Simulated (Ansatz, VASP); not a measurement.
# One calculation of SiBr, two programs

```
CELL_PARAMETERS angstrom
3.33917 0.00000 0.00000
-1.66959 2.89181 0.00000
0.00000 0.00000 10.21716
ATOMIC_POSITIONS crystal
Si 0.33333 0.66667 0.34262
Si 0.66667 0.33333 0.84262
Br 0.33333 0.66667 0.03051
Br 0.66667 0.33333 0.53051
```

Alike in both runs: task relaxation of cell and atoms; functional PBE; k mesh 15 × 15 × 6; occupations gaussian, width 0.1 eV; no spin polarisation.

|  | VASP | Ansatz |
| --- | --- | --- |
| version | VASP 6.6.1 | Ansatz 0.2.0 |
| potentials or method | VASP PAW PBE potentials, release 64 (Si, Br) | scalar-relativistic, plane waves, PAW |
| plane-wave cutoff (eV) | 600 | 420 |
| valence electrons in the cell | 22 | 22 |

```csv
,VASP,Ansatz,Ansatz less VASP
"gap on the k mesh at the Fermi level, each at its own relaxed structure (eV)",none,none,-
relaxed volume (Å³/atom),24.68,24.81,+0.128
relaxed cell length with the largest relative difference (Å),10.265,10.320,+0.0551
```

A gap of «none» marks a metal or a gap that the smearing closes.

Caveats: this functional lacks dispersion, which binds the layers, so the pressure and a relaxed spacing across them are unreliable.
